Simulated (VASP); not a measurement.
# LiTi: structure and properties in VASP, part 3 of 3

Aim: relax LiTi, then compute properties on the relaxed cell. The cell is invented: other elements were put on sites of a known structure type. It may not be a known or stable phase.

VASP 6.6.1; SCAN; plane waves and PAW (Li_sv, Ti_sv); invented cell.

So far. Step 3 (Full relaxation (SCAN)): It ends with forces that vanish by symmetry and a pressure of -0.04 GPa. Step 4 (Second relaxation): It ends with forces that vanish by symmetry and a pressure of 0.00 GPa. The volume moved by only 0.09 %, so the volume is settled. The relaxed cell has a = 4.524, c = 3.440 Å (conventional setting).

## (5) Density, ELF and potential (SCAN)

A single point on the relaxed cell gives a clean self-consistent state, with density, ELF and potential written out.

INCAR reads:

```
SYSTEM = LiTi
PREC = Accurate
ENCUT = 650
EDIFF = 1E-06
NELM = 100
ISMEAR = 1
SIGMA = 0.2
LREAL = .FALSE.
ALGO = Normal
METAGGA = SCAN
LASPH = .TRUE.
NBANDS = 21
LORBIT = 11
LWAVE = .FALSE.
LCHARG = .TRUE.
ISIF = 2
LELF = .TRUE.
LVHAR = .TRUE.
```

POSCAR reads:

```
LiTi
1.0
    4.5242456332      0.0000000023      0.0000000000
   -2.2621228079      3.9181116488      0.0000000000
    0.0000000000      0.0000000000      3.4402816606
Li Ti
2 2
Direct
    0.0000000000      0.0000000000      0.0000000000
    0.0000000000      0.0000000000      0.5000000000
    0.3333333300      0.6666666700      0.2500000000
    0.6666666700      0.3333333300      0.7500000000
```

KPOINTS reads:

```
Automatic mesh
0
Gamma
7 7 8
0 0 0
```

The projector-augmented-wave data sets are Li_sv and Ti_sv (PBE family, release 64).

On the command line:

```sh
$ mpirun -np 2 vasp_std
```

Log:

```text
[banner, memory and clock lines left out]
running    2 mpi-ranks, on    1 nodes
 distrk:  each k-point on    2 cores,    1 groups
 distr:  one band on    1 cores,    2 groups

 POSCAR found type information on POSCAR LiTi
 POSCAR found :  2 types and       4 ions
 [... a notice as in an earlier step ...]

 LDA part: xc-table for (None), standard interpolation
|                                                                             |
|           W    W    AA    RRRRR   N    N  II  N    N   GGGG   !!!           |
|           W    W   A  A   R    R  NN   N  II  NN   N  G    G  !!!           |
|           W    W  A    A  R    R  N N  N  II  N N  N  G       !!!           |
|           W WW W  AAAAAA  RRRRR   N  N N  II  N  N N  G  GGG   !            |
|           WW  WW  A    A  R   R   N   NN  II  N   NN  G    G                |
|           W    W  A    A  R    R  N    N  II  N    N   GGGG   !!!           |
|                                                                             |
|     The number of bands has been changed from the values supplied in        |
|     The orbitals not found in the WAVECAR file will be initialized with     |
|     random numbers, which is usually adequate. For correlated               |
|     calculations, however, you should redo the groundstate calculation.     |
|     I found NBANDS = 21. Now, NBANDS = 22.                                  |
|                                                                             |

 POSCAR, INCAR and KPOINTS ok, starting setup
 FFT: planning ... GRIDC
 FFT: planning ... GRID_SOFT
 FFT: planning ... GRID
 WAVECAR not read
 entering main loop
       N       E                     dE             d eps       ncg     rms          rms(c)
DAV:   1     0.329251488684E+03    0.32925E+03   -0.17193E+04  1760   0.187E+03
DAV:   2     0.676950830084E+00   -0.32857E+03   -0.32182E+03  1790   0.515E+02
DAV:   3    -0.420655490678E+02   -0.42742E+02   -0.41457E+02  3412   0.138E+02
DAV:   4    -0.463599168852E+02   -0.42944E+01   -0.42501E+01  2652   0.457E+01
DAV:   5    -0.466674483329E+02   -0.30753E+00   -0.30735E+00  2780   0.100E+01    0.145E+01
DAV:   6    -0.340213775990E+02    0.12646E+02   -0.49108E+01  2382   0.552E+01    0.407E+00
DAV:   7    -0.337117537855E+02    0.30962E+00   -0.28296E+00  2134   0.120E+01    0.195E+00
DAV:   8    -0.337799113248E+02   -0.68158E-01   -0.56210E-01  2544   0.549E+00    0.764E-01
DAV:   9    -0.337687438377E+02    0.11167E-01   -0.50910E-02  2448   0.168E+00    0.407E-01
DAV:  10    -0.337713544765E+02   -0.26106E-02   -0.45024E-03  2486   0.643E-01    0.230E-01
DAV:  11    -0.337714735890E+02   -0.11911E-03   -0.72911E-03  2280   0.612E-01    0.682E-02
DAV:  12    -0.337718879640E+02   -0.41437E-03   -0.55289E-04  2524   0.182E-01    0.252E-02
DAV:  13    -0.337722206686E+02   -0.33270E-03   -0.53920E-05  2444   0.698E-02    0.226E-02
DAV:  14    -0.337724572409E+02   -0.23657E-03   -0.55681E-05  2668   0.523E-02    0.669E-03
DAV:  15    -0.337725212229E+02   -0.63982E-04   -0.54719E-06  2160   0.174E-02    0.309E-03
DAV:  16    -0.337725506934E+02   -0.29471E-04   -0.18931E-06  1594   0.106E-02    0.520E-04
DAV:  17    -0.337725517231E+02   -0.10297E-05   -0.22583E-07  1000   0.424E-03    0.238E-04
DAV:  18    -0.337725520015E+02   -0.27838E-06   -0.97225E-08   946   0.245E-03
   1 F= -.33772552E+02 E0= -.33775068E+02  d E =0.754889E-02
```

Wall time 5 min (2 MPI ranks of AMD EPYC 7R43, shared host); peak memory 0.32 GiB; 9.9 min of CPU time.

Parts of OUTCAR (step 5):

```text
   k-points           NKPTS =     40   k-points in BZ     NKDIM =     40   number of bands    NBANDS=     22

   NELECT =      30.0000    total number of electrons

 E-fermi :   5.3213

 k-point     1 :       0.0000    0.0000    0.0000
  band No.  band energies     occupation
    ...
     10     -29.1957      2.00000
     11       0.0350      2.00000
     12       4.0105      2.00000
     13       4.0106      2.00000
     14       4.2017      2.00000
     15       5.9851     -0.00003
     16       5.9851     -0.00003
     17       6.3362     -0.00000
     18       6.3363     -0.00000
     19       6.9026     -0.00000
    ...

  Total       -0.0013440     -0.0013440      0.0020629     -0.0000000      0.0000000      0.0000000
  in kB       -0.0353101     -0.0353101      0.0541975     -0.0000000      0.0000000      0.0000000
  external PRESSURE =      -0.0054742 kB  Pullay stress =       0.0000000 kB

 POSITION                                       TOTAL-FORCE (eV/Angst)
 -----------------------------------------------------------------------------------
      0.00000      0.00000      0.00000        -0.000000      0.000000      0.000000
      0.00000      0.00000      1.72014        -0.000000      0.000000      0.000000
     -0.00000      2.61207      0.86007         0.000000     -0.000000     -0.000000
      2.26212      1.30604      2.58021        -0.000000      0.000000      0.000000
 -----------------------------------------------------------------------------------
    total drift:                                0.000000     -0.000000     -0.000000

  FREE ENERGIE OF THE ION-ELECTRON SYSTEM (eV)
  ---------------------------------------------------
  free  energy   TOTEN  =       -33.7725520015 eV

  energy  without entropy=      -33.7801008953  energy(sigma->0) =      -33.77506830

[... 8 parts as in an earlier step ...]

[... 8 further parts left out ...]
```

This step gave:

```yaml
scf_cycles: 18
bands: 22
pressure: -5.47e-4 GPa
```

Valence electrons inside each PAW sphere by angular momentum. Sphere charges, by row:

```
atom  s (e)  p (e)  d (e)  tot (e)
 Li1  2.063  0.064      0    2.127
 Li2  2.063  0.064      0    2.127
 Ti3   2.21  6.101  1.706    10.02
 Ti4   2.21  6.101  1.706    10.02
```

ELF in the ac plane at fractional y = 0.000, with atoms of Li within 0.2 Å of it. It is the smooth field of the valence electrons, not physical close to the nuclei.

Ten even steps from '_' (0.16 × 1e-1) to '@' (9.36 × 1e-1), each cell a mean:
```
@@--__==++==--::--++++::__**
____..++++==::::--++**==____
____::++++==::::--==**==..__
++..__==++==::::--++++::__::
@@++__--++==--::--++++....%%
@@--__==++==--::--++++::__**
____..++++==::::--++**==____
____::++++==::::--==**==..__
++..__==++==::::--++++::__::
@@++__--++==--::--++++....%%
```
Columns run along a (4.5 Å), rows up along c (3.4 Å). Atoms in or near the plane, at fractional coordinates: Li at (0.00, 0.00), Li at (0.00, 0.50).

Valence density in the ac plane at fractional y = 0.000, with atoms of Li within 0.2 Å of it. It is the smooth field of the valence electrons, not physical close to the nuclei.

Ten steps, logarithmic in the rise over the least value, from '_' (0.11 × 1e0 e/Å³) to '@' (8.79 × 1e0 e/Å³), each cell a mean:
```
%%**..__________________--##
--..______________________::
____________________________
**==____________________..++
@@##..__________________==%%
%%**..__________________--##
--..______________________::
____________________________
**==____________________..++
@@##..__________________==%%
```
Columns run along a (4.5 Å), rows up along c (3.4 Å). Atoms in or near the plane, at fractional coordinates: Li at (0.00, 0.00), Li at (0.00, 0.50).

Electrostatic potential energy in the ac plane at fractional y = 0.000, with atoms of Li within 0.2 Å of it. With pseudopotentials it is smooth inside the atoms' cores, unlike the true potential.

Values in eV, 10 rows by 14 columns, each cell a mean:
```
-40 -22  -5   0   2   1   0   0   1   2   1  -1  -9 -31
-13  -8  -3   1   2   1   0   0   0   2   1   0  -5 -10
 -9  -6  -2   1   2   1   0  -1   0   1   2   0  -4  -8
-27 -14  -4   0   2   1   0   0   1   2   1  -1  -6 -20
-46 -29  -6   0   2   1   1   0   1   2   1  -2 -12 -40
-40 -22  -5   0   2   1   1   0   1   2   1  -1  -9 -31
-13  -8  -3   1   2   1   0   0   0   1   2   0  -5 -10
 -9  -6  -2   1   2   1   0  -1   0   1   2   0  -4  -8
-27 -14  -4   0   2   1   0   0   1   2   1  -1  -6 -20
-46 -29  -6   0   2   1   1   0   1   2   1  -2 -12 -40
```
Columns run along a (4.5 Å; values clipped at the 3rd and 97th percentile), rows up along c (3.4 Å). Atoms in or near the plane, at fractional coordinates: Li at (0.00, 0.00), Li at (0.00, 0.50).

In this run the pressure is 0.00 GPa, small enough to go on; single stress components reach 0.01 GPa.

## (6) Bands along the symmetry lines (SCAN)

The mesh alone shows little of the dispersion and can miss band extrema, so KPOINTS_OPT adds a path through the symmetry points after the self-consistent cycle.

INCAR reads:

```
SYSTEM = LiTi
PREC = Accurate
ENCUT = 650
EDIFF = 1E-06
NELM = 100
ISMEAR = 1
SIGMA = 0.2
LREAL = .FALSE.
ALGO = Normal
METAGGA = SCAN
LASPH = .TRUE.
NBANDS = 29
LORBIT = 11
LWAVE = .FALSE.
LCHARG = .FALSE.
KPAR = 2
```

POSCAR is that of step 5.

KPOINTS is that of step 5.

KPOINTS_OPT reads:

```
Line mode
16
Line-mode
Reciprocal
  0.00000000   0.00000000   0.00000000 GAMMA
  0.50000000   0.00000000   0.00000000 M

  0.50000000   0.00000000   0.00000000 M
  0.33333333   0.33333333   0.00000000 K

  0.33333333   0.33333333   0.00000000 K
  0.00000000   0.00000000   0.00000000 GAMMA

  0.00000000   0.00000000   0.00000000 GAMMA
  0.00000000   0.00000000   0.50000000 A

  0.00000000   0.00000000   0.50000000 A
  0.50000000   0.00000000   0.50000000 L

  0.50000000   0.00000000   0.50000000 L
  0.33333333   0.33333333   0.50000000 H

  0.33333333   0.33333333   0.50000000 H
  0.00000000   0.00000000   0.50000000 A

  0.50000000   0.00000000   0.50000000 L
  0.50000000   0.00000000   0.00000000 M

  0.33333333   0.33333333   0.00000000 K
  0.33333333   0.33333333   0.50000000 H
```

On the command line:

```sh
$ mpirun -np 2 vasp_std
```

Log:

```text
[... set-up lines as in an earlier step ...]
 entering main loop
       N       E                     dE             d eps       ncg     rms          rms(c)
DAV:   1     0.353021613247E+03    0.35302E+03   -0.15706E+04  2320   0.141E+03
DAV:   2     0.160337800819E+01   -0.35142E+03   -0.33827E+03  2335   0.423E+02
DAV:   3    -0.426625324455E+02   -0.44266E+02   -0.42846E+02  3945   0.113E+02
DAV:   4    -0.464441653655E+02   -0.37816E+01   -0.36626E+01  3225   0.347E+01
DAV:   5    -0.466733194250E+02   -0.22915E+00   -0.22888E+00  3316   0.707E+00    0.145E+01
DAV:   6    -0.341137477972E+02    0.12560E+02   -0.21301E+01  3038   0.419E+01    0.490E+00
DAV:   7    -0.337332221550E+02    0.38053E+00   -0.20957E+00  2860   0.102E+01    0.185E+00
DAV:   8    -0.338097258505E+02   -0.76504E-01   -0.47819E-01  2957   0.510E+00    0.147E+00
DAV:   9    -0.337713192076E+02    0.38407E-01   -0.75808E-02  2824   0.248E+00    0.508E-01
DAV:  10    -0.337713744649E+02   -0.55257E-04   -0.12080E-02  2999   0.941E-01    0.169E-01
DAV:  11    -0.337712664830E+02    0.10798E-03   -0.19800E-03  2962   0.314E-01    0.625E-02
DAV:  12    -0.337724240744E+02   -0.11576E-02   -0.66117E-04  2872   0.194E-01    0.413E-02
DAV:  13    -0.337722203222E+02    0.20375E-03   -0.12703E-04  3615   0.807E-02    0.203E-02
DAV:  14    -0.337723065590E+02   -0.86237E-04   -0.16802E-05  3413   0.251E-02    0.140E-02
DAV:  15    -0.337724915191E+02   -0.18496E-03   -0.20365E-05  2987   0.331E-02    0.316E-03
DAV:  16    -0.337725134757E+02   -0.21957E-04   -0.11809E-06  2359   0.888E-03    0.823E-04
DAV:  17    -0.337725534966E+02   -0.40021E-04   -0.71339E-07  2069   0.592E-03    0.453E-04
DAV:  18    -0.337725503268E+02    0.31699E-05   -0.49673E-08  1370   0.170E-03    0.189E-04
DAV:  19    -0.337725514645E+02   -0.11377E-05   -0.19177E-08  1340   0.968E-04    0.156E-04
DAV:  20    -0.337725534314E+02   -0.19669E-05   -0.93950E-09  1355   0.661E-04    0.523E-05
DAV:  21    -0.337725532735E+02    0.15788E-06   -0.41801E-09  1330   0.396E-04
   1 F= -.33772553E+02 E0= -.33775070E+02  d E =0.754898E-02
 Start KPOINTS_OPT (optional k-point list driver)
k-point batch [1-40\144]
       N       E                     dE             ncg
DAV:   1    -0.117900025137E+05   -0.36797E+05     2320
DAV:   2    -0.260452165147E+05   -0.14255E+05     2330
DAV:   3    -0.278749061683E+05   -0.18297E+04     3762
DAV:   4    -0.280221952352E+05   -0.14729E+03     3188
DAV:   5    -0.280318213617E+05   -0.96261E+01     3142
DAV:   6    -0.280319877917E+05   -0.16643E+00     3127
DAV:   7    -0.280319939950E+05   -0.62033E-02     3314
DAV:   8    -0.280319941404E+05   -0.14533E-03     2921
DAV:   9    -0.280319941453E+05   -0.49340E-05     2127
DAV:  10    -0.280319941456E+05   -0.25760E-06     1755
[...]
k-point batch [121-144\144]
       N       E                     dE             ncg
DAV:   1     0.108552655212E+05   -0.31228E+05     1392
DAV:   2     0.231202729135E+04   -0.85432E+04     1397
DAV:   3     0.126532879950E+04   -0.10467E+04     2238
DAV:   4     0.114404402382E+04   -0.12128E+03     1953
DAV:   5     0.113865446511E+04   -0.53896E+01     1855
DAV:   6     0.113855814959E+04   -0.96316E-01     1907
DAV:   7     0.113855461180E+04   -0.35378E-02     1905
DAV:   8     0.113855454959E+04   -0.62207E-04     1926
DAV:   9     0.113855454786E+04   -0.17316E-05     1222
DAV:  10     0.113855454774E+04   -0.12429E-06     1016
```

Wall time 16 min (2 MPI ranks); peak memory 0.53 GiB; 32 min of CPU time.

From OUTCAR (step 6):

```text
   k-points           NKPTS =     40   k-points in BZ     NKDIM =     40   number of bands    NBANDS=     29

   NELECT =      30.0000    total number of electrons

 E-fermi :   5.3213

 k-point     2 :       0.1429    0.0000    0.0000
  band No.  band energies     occupation
    ...
     10     -29.2009      2.00000
     11       0.2017      2.00000
     12       3.9638      2.00000
     13       4.1466      2.00000
     14       4.2400      2.00000
     15       5.8910     -0.00042
     16       6.0107     -0.00001
     17       6.2584     -0.00000
     18       6.3222     -0.00000
     19       6.8420     -0.00000
    ...

  Total        0.0000003      0.0000003      0.0032165      0.0000000     -0.0000000     -0.0000000
  in kB        0.0000083      0.0000083      0.0845030      0.0000000     -0.0000000     -0.0000000
  external PRESSURE =       0.0281732 kB  Pullay stress =       0.0000000 kB

 POSITION                                       TOTAL-FORCE (eV/Angst)
 -----------------------------------------------------------------------------------
      0.00000      0.00000      0.00000         0.000000      0.000000     -0.000000
      0.00000      0.00000      1.72014         0.000000      0.000000     -0.000000
     -0.00000      2.61207      0.86007        -0.000000     -0.000000      0.000000
      2.26212      1.30604      2.58021        -0.000000      0.000000      0.000000
 -----------------------------------------------------------------------------------
    total drift:                                0.000000     -0.000000     -0.000000

  FREE ENERGIE OF THE ION-ELECTRON SYSTEM (eV)
  ---------------------------------------------------
  free  energy   TOTEN  =       -33.7725532735 eV

  energy  without entropy=      -33.7801022498  energy(sigma->0) =      -33.77506960

[... 12 parts as in an earlier step ...]

[... 4 further parts left out ...]
```

Numbers from this step:

| Quantity | Value |
| --- | --- |
| SCF cycles | 21 |
| bands | 29 |
| pressure | 0.002817 GPa |

The electronic bands at the labelled points (eV, zero at the Fermi level; # counts the bands kept in this run):

```
          point     #2     #3     #4     #5     #6    #7    #8    #9
              Γ  -1.31  -1.31  -1.12   0.66   0.66  1.01  1.01  1.58
0.47 of the way  -1.46  -1.07  -0.96   0.49   0.73  0.84  0.99  1.40
              M  -2.30  -1.18  -0.29   0.67   0.85  0.86  0.89  1.00
0.47 of the way  -2.39  -1.44  -0.16   0.61   0.70  0.87  1.06  1.14
              K  -3.00  -1.66   0.25   0.25   0.56  0.96  1.41  1.41
0.47 of the way  -1.47  -1.37  -0.72   0.53   0.73  0.78  1.04  1.24
              Γ  -1.31  -1.31  -1.12   0.66   0.66  1.01  1.01  1.58
0.47 of the way  -1.24  -1.24  -1.05  -0.05  -0.05  1.32  1.32  2.01
              A  -2.46  -0.92  -0.92  -0.92  -0.92  2.28  2.28  2.28
0.47 of the way  -2.17  -0.78  -0.78  -0.68  -0.68  1.80  1.80  1.87
              L  -1.78  -0.36  -0.36  -0.26  -0.26  0.99  0.99  1.25
0.53 of the way  -1.60  -0.59  -0.59  -0.24  -0.24  0.89  0.89  1.52
              H  -1.39  -0.81  -0.81  -0.25  -0.25  0.86  0.86  1.70
0.47 of the way  -1.98  -0.75  -0.75  -0.49  -0.49  1.41  1.41  1.77
              A  -2.46  -0.92  -0.92  -0.92  -0.92  2.28  2.28  2.28
      jump to L  -1.78  -0.36  -0.36  -0.26  -0.26  0.99  0.99  1.25
0.53 of the way  -1.99  -0.78  -0.16   0.09   0.24  0.55  0.70  1.57
              M  -2.30  -1.18  -0.29   0.67   0.85  0.86  0.89  1.00
      jump to K  -3.00  -1.66   0.25   0.25   0.56  0.96  1.41  1.41
0.47 of the way  -2.38  -1.43  -0.02  -0.02   0.06  0.63  1.44  1.44
              H  -1.39  -0.81  -0.81  -0.25  -0.25  0.86  0.86  1.70
```

Of the projections kept (Li, Ti), the largest for each band there, as a share of the weight inside these atoms' spheres; weight between the spheres isn't counted:

```
point       #2       #3       #4       #5       #6       #7       #8       #9
    Γ  Ti 0.92  Ti 0.92  Ti 0.98  Ti 1.00  Ti 1.00  Ti 1.00  Ti 1.00  Ti 0.99
    M  Ti 0.73  Ti 0.96  Ti 0.86  Ti 1.00  Ti 0.99  Ti 0.99  Ti 1.00  Ti 0.99
    K  Ti 0.93  Ti 0.74  Ti 0.98  Ti 0.98  Ti 0.99  Ti 0.98  Ti 1.00  Ti 1.00
    Γ  Ti 0.92  Ti 0.92  Ti 0.98  Ti 1.00  Ti 1.00  Ti 1.00  Ti 1.00  Ti 0.99
    A  Ti 0.82  Ti 0.98  Ti 0.98  Ti 0.98  Ti 0.98  Ti 0.99  Ti 0.99  Ti 0.99
    L  Ti 0.93  Ti 0.88  Ti 0.88  Ti 0.99  Ti 0.99  Ti 0.97  Ti 0.97  Ti 0.99
```

There is no gap at this level.

Of the bands kept, 3 cross the Fermi level on this path.

## (7) Results

| Item | Value |
| --- | --- |
| relaxed volume | 15.25 Å³/atom |
| relaxed conventional cell a, b, c | 4.524, 4.524, 3.440 Å; angles 90.0, 90.0, 120.0° |
| space group after relaxing, within 0.02 Å | P6_3/mmc (No. 194) |
| band gap | none, a metal |

**Reading.** With SCAN, LiTi relaxes to 15.25 Å³/atom in space group P6_3/mmc (held by the symmetry of the run) and comes out as a metal. Bands along the symmetry lines (SCAN): Of the bands kept, 3 cross the Fermi level on this path. No search among competing phases was made. All values are for a static lattice at zero temperature.

[Lines on the potential files, build, host, timing and source positions are cut from VASP's logs without a mark.]

[Logs are printed without paths, hosts, clocks, repeated set-up lines and the standing remarks that a program may print on its own settings, such as how far it seeks lower states.]

[Hosts, paths, dates, database ids (printed as entryN), source tags and the programs' standing remarks are cut or masked in the printed files.]

[A measured line is paired with the nearest computed mode of its activity, which favours agreement.]

[In band tables of VASP the shares of atoms and orbitals are scaled to a sum of 1 inside the atoms' spheres.]
